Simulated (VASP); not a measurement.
Given:

```yaml
crystal:
  lattice:
    - [0.00000, 2.83500, 2.83500]
    - [2.83500, 0.00000, 2.83500]
    - [2.83500, 2.83500, 0.00000]
  atoms:
    - { symbol: Zn, position: [0.00000, 0.00000, 0.00000] }
    - { symbol: Se, position: [0.25000, 0.25000, 0.25000] }
```

Level of theory: PBE GGA, VASP's PBE PAW potentials (set 64) (plane waves; VASP). Settings: 300 eV cut-off, 10×10×10 Γ-centred mesh, Fermi-Dirac smearing of 0.010 eV, potentials Zn Se.

At this cut-off the stress carries a Pulay error, which pulls relaxed volumes low.

Task: Give the stress tensor in GPa (positive for a compressed cell).

Result: 
```
2.18  0.00  0.00
0.00  2.18  0.00
0.00  0.00  2.18
```
The pressure is its mean diagonal, 2.18 GPa.

The structure is a typed ZnSe crystal (F-43m). The cell was not relaxed at this level.
